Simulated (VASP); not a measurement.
Write the native input for VASP 6.6.1 that does the following.

```yaml
Task: single point
Functional: LDA
Potentials_or_basis: VASP PAW LDA potentials, release 64 (Be, Cl)
Cutoff: 520 eV
k_mesh: 4 × 3 × 1
Occupations: gaussian, width 0.1 eV
Spin: no spin polarisation
Dipole_correction: no
Further_INCAR_settings: LREAL = Auto; ALGO = Fast; EDIFF = 1e-06; NBANDS = 36
```

The structure of Be18Cl lies in POSCAR:

```
Be18Cl
1.0
    4.5800000000      0.0000000000      0.0000000000
    3.4350000000      5.9495950000      0.0000000000
    0.0000000000      0.0000000000     15.5884300000
Be Cl
18 1
Direct
    0.0000000000      0.0000000000      0.0641500780
    0.5000000000      0.0000000000      0.0641500780
    0.0000000420      0.3333332773      0.0641500780
    0.5000000420      0.3333332773      0.0641500780
   -0.0000000420      0.6666667227      0.0641500780
    0.4999999580      0.6666667227      0.0641500780
   -0.1736676202      0.2201317905      0.1794681697
    0.3377466413      0.2235937068      0.1794301286
   -0.1695302100      0.5640318375      0.1755043965
    0.3317304779      0.5508996831      0.1790382354
   -0.1654834633      0.8912571360      0.1805046435
    0.3283283197      0.9020763598      0.1779276681
    0.0087200774     -0.0069892152      0.2891719051
    0.5079624443     -0.0144512358      0.2973582330
   -0.0203858199      0.3464008895      0.2850682205
    0.5013776682      0.3464437495      0.2979774743
   -0.0013296615      0.6664258660      0.2882841312
    0.4964170110      0.6692142911      0.2910692738
    0.5055927737      0.1661976992      0.4036925463
```

The cell was built by a generator and needn't be a form met in nature.

The input as run:

INCAR

```
SYSTEM = Be18Cl
  PREC = Accurate
  ENCUT = 520
  EDIFF = 1E-6
  ISMEAR = 0
  SIGMA = 0.1
  LREAL = Auto
  LASPH = .TRUE.
  NELM = 80
  ALGO = Fast
  ISIF = 2
  LWAVE = .FALSE.
  LCHARG = .FALSE.
  NBANDS = 36
```

KPOINTS

```
Automatic mesh
0
G
  4 3 1
  0 0 0
```

Potentials or basis: VASP PAW LDA potentials, release 64 (Be, Cl).

Command:

```bash
$ cat potpaw_LDA.64/Be/POTCAR potpaw_LDA.64/Cl/POTCAR > POTCAR
$ mpirun -np 1 vasp_std > vasp.out
```

It gave:

The largest force is 0.357 eV/Å and the band gap on the k mesh is none (metal or under the smearing width).

Caveat: the k mesh is coarse (spacing up to 0.40 Å⁻¹), so the values aren't converged; an odd number of electrons without spin polarisation forces a metal; a magnetic or distorted state may lie lower.

It took 5.2 min on 1 thread of Intel(R) Xeon(R) Platinum 8375C CPU @ 2.90GHz (Ice Lake), with other jobs on the host, peak memory 0.39 GiB.
